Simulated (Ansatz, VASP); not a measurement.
# Cross-check of AsN (rocksalt type (invented)) between VASP and Ansatz, part 2 of 2

Wanted: the spread between two codes on one cell, functional and k mesh. The cell is generated by rule, not measured, and may not be a known phase. The cell is taken from a series of runs on this material, whose earlier steps may have relaxed, scaled, displaced or heated it; both programs get it as it stands.

VASP 6.6.1 and Ansatz 0.2.0.

So far: Set-up; VASP: relaxation of cell and atoms, LDA, pair 1; Ansatz: relaxation of cell and atoms, LDA, pair 1; Differences.

## 5. VASP: relaxation of cell and atoms, LDA, pair 2

Level of this step: LDA; plane waves and PAW (As, N); invented cell (VASP).

The relaxed volume is the usual yardstick between codes: in a stiff, nearly cubic crystal its relative difference is about their pressure difference at one cell divided by the bulk modulus.

INCAR

```
SYSTEM = AsN
PREC = Accurate
ENCUT = 600
EDIFF = 1E-07
NELM = 120
ISMEAR = 0
SIGMA = 0.01
LREAL = .FALSE.
ALGO = Normal
GGA = CA
NBANDS = 11
LORBIT = 11
LWAVE = .FALSE.
LCHARG = .FALSE.
ISIF = 3
IBRION = 2
NSW = 80
EDIFFG = -0.005
LASPH = .TRUE.
GGA_COMPAT = .FALSE.
NELMIN = 4
EFERMI = MIDGAP
KPAR = 2
```

POSCAR

```
AsN
1.0
    0.0000000000      2.2561690000      2.2561690000
    2.2561690000      0.0000000000      2.2561690000
    2.2561690000      2.2561690000      0.0000000000
As N
1 1
Direct
    0.0000000000      0.0000000000      0.0000000000
    0.5000000000      0.5000000000      0.5000000000
```

KPOINTS

```
Automatic mesh
0
Gamma
14 14 14
0 0 0
```

PAW data sets: As and N (LDA family, release 64).

Started as:

```sh
> mpirun -np 2 vasp_std
```

Numbers of over 12 decimals in the logs are rounded to 6 here.

Log:

```text
[... set-up lines as in an earlier step ...]
 entering main loop
       N       E                     dE             d eps       ncg     rms          rms(c)
DAV:   1     0.215298397487E+02    0.21530E+02   -0.57059E+03  2288   0.934E+02
DAV:   2    -0.130415955703E+02   -0.34571E+02   -0.33213E+02  3044   0.155E+02
DAV:   3    -0.141305457322E+02   -0.10890E+01   -0.10852E+01  2805   0.247E+01
DAV:   4    -0.141333236214E+02   -0.27779E-02   -0.27777E-02  2531   0.148E+00
[...]
DAV:  10    -0.128267344068E+02    0.92092E-04   -0.40132E-04  2486   0.163E-01    0.353E-02
DAV:  11    -0.128267312001E+02    0.32067E-05   -0.64877E-06  2519   0.177E-02    0.756E-03
DAV:  12    -0.128267312164E+02   -0.16343E-07   -0.27135E-07  2579   0.371E-03
   1 F= -.12826731E+02 E0= -.12826731E+02  d E =-.128267E+02
[...]
N       E                     dE             d eps       ncg     rms          rms(c)
DAV:   1    -0.128269745252E+02   -0.24333E-03   -0.65518E-03  2318   0.628E-01    0.110E-01
DAV:   2    -0.128267812172E+02    0.19331E-03   -0.17487E-03  2402   0.212E-01    0.381E-02
DAV:   3    -0.128267465984E+02    0.34619E-04   -0.15451E-04  2366   0.683E-02    0.225E-02
DAV:   4    -0.128267346546E+02    0.11944E-04   -0.33013E-05  2333   0.354E-02    0.656E-03
DAV:   5    -0.128267345130E+02    0.14151E-06   -0.93522E-07  2501   0.594E-03    0.377E-03
DAV:   6    -0.128267344965E+02    0.16574E-07   -0.62400E-08  1252   0.196E-03
   2 F= -.12826734E+02 E0= -.12826734E+02  d E =-.328007E-05
 trial-energy change:   -0.000003  1 .order   -0.000002   -0.000135    0.000130
 step:   0.5140(harm=  0.5090)  dis= 0.00000  next Energy=   -12.826766 (dE=-0.348E-04)
[...]
N       E                     dE             d eps       ncg     rms          rms(c)
DAV:   1    -0.128268230687E+02   -0.88556E-04   -0.15461E-03  2330   0.306E-01    0.537E-02
DAV:   2    -0.128267771594E+02    0.45909E-04   -0.41295E-04  2387   0.103E-01    0.187E-02
DAV:   3    -0.128267689937E+02    0.81657E-05   -0.36214E-05  2372   0.332E-02    0.110E-02
DAV:   4    -0.128267661649E+02    0.28289E-05   -0.77814E-06  2321   0.172E-02    0.318E-03
DAV:   5    -0.128267661311E+02    0.33784E-07   -0.21628E-07  1549   0.289E-03
   3 F= -.12826766E+02 E0= -.12826766E+02  d E =-.349147E-04
[...]
reached required accuracy - stopping structural energy minimisation
```

Parts of OUTCAR (step 5):

```text
  Total       -0.0002597     -0.0002597     -0.0002597      0.0000000      0.0000000     -0.0000000
  in kB       -0.0180881     -0.0180881     -0.0180881      0.0000000      0.0000000     -0.0000000
  external PRESSURE =      -0.0180881 kB  Pullay stress =       0.0000000 kB

 POSITION                                       TOTAL-FORCE (eV/Angst)
 -----------------------------------------------------------------------------------
      0.00000      0.00000      0.00000         0.000000      0.000000     -0.000000
      2.25738      2.25738      2.25738         0.000000      0.000000      0.000000
 -----------------------------------------------------------------------------------
    total drift:                                0.000000      0.000000      0.000000

  FREE ENERGIE OF THE ION-ELECTRON SYSTEM (eV)
  ---------------------------------------------------
  free  energy   TOTEN  =       -12.8267661311 eV

  energy  without entropy=      -12.8267661311  energy(sigma->0) =      -12.82676613

[... 1 part as in an earlier step ...]

[... 3 further parts left out ...]
[key lines of the parts left out:]
E-fermi :   8.3831
```

## 6. Ansatz: relaxation of cell and atoms, LDA, pair 2

The same cell, functional (in two slightly different forms), mesh and smearing now go to Ansatz, which takes its cutoff from its data sets.

The cell is taken from a series of runs on this material, whose earlier steps may have relaxed, scaled, displaced or heated it; both programs get it as it stands.

input.yaml

```yaml
crystal:
  lattice:
    - [0.0, 2.2561693908, 2.2561693908]
    - [2.2561693908, 0.0, 2.2561693908]
    - [2.2561693908, 2.2561693908, 0.0]
  atoms:
    - { symbol: As, position: [0.0, 0.0, 0.0] }
    - { symbol: "N", position: [0.5, 0.5, 0.5] }
kpoints:
  mp_grid: { grid: [14, 14, 14] }
hamiltonian:
  xc: lda
scf:
  occupations: { method: gaussian, width: 0.01 }
output:
  forces: true
  stress: true
  eigenvalues: true
  write_density: true
  write_potential: true
  elf: true
  volumetric_format: npy
relax:
  adjacent_minimum: "off"
  f_tol: 0.005
  max_steps: 80
  cell: { stress_tol: 0.05 }
```

Started as:

```sh
> ansatz run input.yaml --threads 2 --pin off --max-ram 5120MiB --backend cpu --events-out ev --progress --plain --runs-dir out
```

Log:

```text
[...]
Crystal: 2 atoms, lattice volume = 22.969 Å³
Basis set: ecut = 420 eV, 459 PW (Γ)
Bands: 14, of which v1, the nominal top of the filled ones, is band 10 counted from 1 (9 counted from 0)
Symmetry: 48 space group operations
[...]
k-points: 104 of 2744
[...]
k-point 103: bands = [... 6 lower, 3.0254, 5.7053, 6.4502, 12.5696, 16.1047, 19.2246, 19.6509, 23.5397]
--- Relaxed structure (2 steps of the walk, 2 accepted, 1 SCFs on fresh bases) ---
[...]
cell:  # Å, volume = 22.9598 Å³
    - [0, 2.255865, 2.255865]
    - [2.255865, 0.0, 2.255865]
    - [2.255865, 2.255865, 0]
  atoms:
    - { symbol: As, position: [0, 0, 0] }
    - { symbol: N, position: [0.5, 0.5, 0.5] }
[key lines of the parts left out:]
SCF converged after 7 iterations
Free energy (F): -5145.833625 eV
Fermi energy:    14.015389 eV
P = ⅓ Tr σ = 0.0011 GPa (0.011 kbar)
```

## 7. Differences

What differs besides the data sets and the points named for the pairs above, as far as they apply: the data sets hold 20 valence electrons in Ansatz (on its default PAW (the set named soft_2) files) and 10 in VASP. Total energies have different zeros and are not compared.

Compared:

```tsv
quantity	Ansatz	VASP	difference
volume (Å³)	22.96	23.01	-0.20 %
edge a after relaxation, in the typed setting (Å)	3.190	3.192	-0.07 %
```

## 8. Ansatz: zone-centre phonons, LDA

Second derivatives magnify differences that forces hide, and they need a tight electronic threshold.

The cell is taken from a series of runs on this material, whose earlier steps may have relaxed, scaled, displaced or heated it; both programs get it as it stands.

input.yaml

```yaml
crystal:
  lattice:
    - [0.0, 2.2558645317, 2.2558645317]
    - [2.2558645317, 0.0, 2.2558645317]
    - [2.2558645317, 2.2558645317, 0.0]
  atoms:
    - { symbol: As, position: [0.0, 0.0, 0.0] }
    - { symbol: "N", position: [0.5, 0.5, 0.5] }
kpoints:
  mp_grid: { grid: [14, 14, 14] }
hamiltonian:
  xc: lda
scf:
  occupations: { method: fixed }
output:
  eigenvalues: true
phonons:
  method: dfpt
  dielectric: true
  rigid_motions: translations
```

Log:

```text
[...]
Crystal: 2 atoms, lattice volume = 22.960 Å³
Basis set: ecut = 420 eV, 459 PW (Γ), exchange–correlation on 48×48×48 points (8 copies of the dense FFT grid, shifted against one another)
Bands: 14, of which v1, the nominal top of the filled ones, is band 10 counted from 1 (9 counted from 0)
Symmetry: 48 space group operations
k-points: 244 of 2744 (irreducible under 8 space group operations, time reversal used)
[...]
optical modes at Γ + LO–TO along q̂ = [1.0000, 0.0000, 0.0000]:
      ω (cm⁻¹)  modes    IR ((D/Å)²/amu)
[...]
optical modes at Γ + LO–TO along q̂ = [0.0000, 1.0000, 0.0000]:
      ω (cm⁻¹)  modes    IR ((D/Å)²/amu)
       -403.19      2           334.1165
       -280.88      1           167.0583
  optical modes at Γ + LO–TO along q̂ = [0.0000, 0.0000, 1.0000]:
      ω (cm⁻¹)  modes    IR ((D/Å)²/amu)
       -403.19      2           334.1165
       -280.88      1           167.0583
[key lines of the parts left out:]
SCF converged after 8 iterations
Free energy (F): -5145.833626 eV
Fermi energy:    13.960125 eV
```

## 9. VASP: zone-centre phonons, LDA

The same cell, functional (in two slightly different forms) and mesh now go to VASP, with its own data sets.

INCAR

```
SYSTEM = AsN
PREC = Accurate
ENCUT = 600
EDIFF = 1E-08
NELM = 120
ISMEAR = 0
SIGMA = 0.01
LREAL = .FALSE.
ALGO = Normal
GGA = CA
NBANDS = 11
LORBIT = 11
LWAVE = .FALSE.
LCHARG = .FALSE.
ISIF = 2
IBRION = 8
LEPSILON = .TRUE.
LASPH = .TRUE.
GGA_COMPAT = .FALSE.
EFERMI = MIDGAP
KPAR = 2
```

POSCAR

```
AsN
1.0
    0.0000000000      2.2558645317      2.2558645317
    2.2558645317      0.0000000000      2.2558645317
    2.2558645317      2.2558645317      0.0000000000
As N
1 1
Direct
    0.0000000000      0.0000000000      0.0000000000
    0.5000000000      0.5000000000      0.5000000000
```

KPOINTS is that of step 5.

Started as:

```sh
> mpirun -np 2 vasp_std
```

Log:

```text
[... set-up lines as in an earlier step ...]
 entering main loop
       N       E                     dE             d eps       ncg     rms          rms(c)
DAV:   1     0.216912052559E+02    0.21691E+02   -0.58323E+03  2288   0.938E+02
DAV:   2    -0.130143001351E+02   -0.34706E+02   -0.32918E+02  3058   0.155E+02
DAV:   3    -0.141301744122E+02   -0.11159E+01   -0.11121E+01  2845   0.248E+01
DAV:   4    -0.141332067700E+02   -0.30324E-02   -0.30321E-02  2495   0.150E+00
[...]
DAV:  11    -0.128267005843E+02    0.31863E-05   -0.63587E-06  2516   0.177E-02    0.754E-03
DAV:  12    -0.128267006007E+02   -0.16421E-07   -0.25861E-07  2664   0.362E-03    0.214E-03
DAV:  13    -0.128267005955E+02    0.51372E-08   -0.12682E-08  1714   0.755E-04
   1 F= -.12826701E+02 E0= -.12826701E+02  d E =-.226536E-16
 Linear response reoptimize wavefunctions to high precision
DAV:   1    -0.128267005938E+02    0.17268E-08   -0.40813E-09  2426   0.500E-04
DAV:   2    -0.128267005938E+02    0.11482E-10   -0.17025E-11  1315   0.411E-05
 Linear response G [H, r] |phi>, progress :
  Direction:   1
[...]
RMM:  10    -0.296227219113E-01   -0.80043E-08    0.18938E-09  8072   0.738E-06    0.956E-07
 first order change of Fermi-energy   0.70837E-04
 force on displaced ion       1 direction 1 :   6.830   0.000   0.000
 Born effective charge ion    1 direction 1 :   9.500   0.000   0.000
 Linear response progress:
  Degree of freedom:   2/  2
       N       E                     dE             d eps       ncg     rms          rms(c)
RMM:   1    -0.219786602329E+00   -0.21979E+00    0.14222E-01 10464   0.315E+00
RMM:   2    -0.220621249609E+00   -0.83465E-03   -0.33776E-03  8386   0.445E-01    0.133E-01
RMM:   3    -0.221232598491E+00   -0.61135E-03   -0.12036E-04  8334   0.783E-02    0.778E-02
RMM:   4    -0.222205556352E+00   -0.97296E-03   -0.13624E-04  8524   0.768E-02    0.127E-02
[...]
RMM:   8    -0.222157199195E+00    0.26332E-06   -0.28005E-09  9220   0.115E-04    0.102E-04
RMM:   9    -0.222156851897E+00    0.34730E-06   -0.61765E-11  9176   0.492E-05    0.382E-06
RMM:  10    -0.222156846118E+00    0.57796E-08    0.55666E-10  8202   0.119E-05    0.221E-06
 first order change of Fermi-energy   0.48538E-03
 force on displaced ion       2 direction 1 :   6.827   0.000   0.000
 Born effective charge ion    2 direction 1 :  -9.544   0.000   0.000
 Born effective charges drift removed
 Linear response finished
```

OUTCAR, selected parts (step 9):

```text
  Total        0.0544038      0.0544038      0.0544038      0.0000000      0.0000000      0.0000000
  in kB        3.7963881      3.7963881      3.7963881      0.0000000      0.0000000      0.0000000
  external PRESSURE =       3.7963881 kB  Pullay stress =       0.0000000 kB

 POSITION                                       TOTAL-FORCE (eV/Angst)
 -----------------------------------------------------------------------------------
      0.00000      0.00000      0.00000        -0.000000      0.000000      0.000000
      2.25586      2.25586      2.25586         0.000000     -0.000000     -0.000000
 -----------------------------------------------------------------------------------
    total drift:                                0.000000      0.000000      0.000000

 MACROSCOPIC STATIC DIELECTRIC TENSOR (including local field effects in DFT)
 ------------------------------------------------------
         410.321627    -0.000000    -0.000000
           0.000000   410.321627     0.000000
          -0.000000    -0.000000   410.321627
 ------------------------------------------------------

 MACROSCOPIC STATIC DIELECTRIC TENSOR IONIC CONTRIBUTION
 ------------------------------------------------------
           0.000000     0.000000     0.000000
           0.000000     0.000000     0.000000
           0.000000     0.000000     0.000000
 ------------------------------------------------------

[... 1 part as in an earlier step ...]

[... 1 further part left out ...]
```

With a direct gap this small, the dielectric response converges slowly with the mesh, so tensor and charges are uncertain; a mesh that holds the point of the least gap tends to give too large a tensor.

## 10. Comparison

What differs besides the data sets and the points named for the pairs above, as far as they apply: fixed occupations in Ansatz, narrow Gaussian smearing in VASP; VASP's response is taken on the typed mesh, Ansatz refines its own for the field response alone; the data sets hold 20 valence electrons in Ansatz (on its default PAW (the set named soft_2) files) and 10 in VASP. Total energies have different zeros and are not compared.

Compared:

```tsv
quantity	Ansatz	VASP	difference
optical mode 1 to 3 (imaginary, printed as negative) (cm⁻¹)	-403.2	-396.7	-6.5
```

Not compared: the dielectric constant (VASP's run gives none, or none that is converged on this mesh at a gap this small). Modes are paired by rising frequency, not by their patterns, so a pair may set unlike modes beside each other; they are those without the splitting of longitudinal modes.

## 11. Summary of results

- difference in volume (relaxation of cell and atoms, LDA, pair 1): -0.20 %
- difference in volume (relaxation of cell and atoms, LDA, pair 2): -0.20 %
- r.m.s. difference of the optical zone-centre modes, each program's sorted by frequency (zone-centre phonons, LDA): 6.5 cm⁻¹

In words: The difference in volume is -0.20 % (relaxation of cell and atoms, LDA, pair 2), within the 1.2 % picked in this series as the mark of a large difference, as far as the stopping tolerances let one tell. The data sets hold unlike numbers of valence electrons (20 in Ansatz and 10 in VASP), so part of the differences comes from the potentials. 1 further run of this series is not shown here. How closely two codes agree says nothing of how well the functional describes the real material.

[Lines on the potential files, build, host, timing and source positions are cut from VASP's logs without a mark.]

[Logs are printed without paths, hosts, clocks, repeated set-up lines and the standing remarks that a program may print on its own settings, such as how far it seeks lower states.]

[Hosts, paths, dates, database ids (printed as entryN), source tags and the programs' standing remarks are cut or masked in the printed files.]
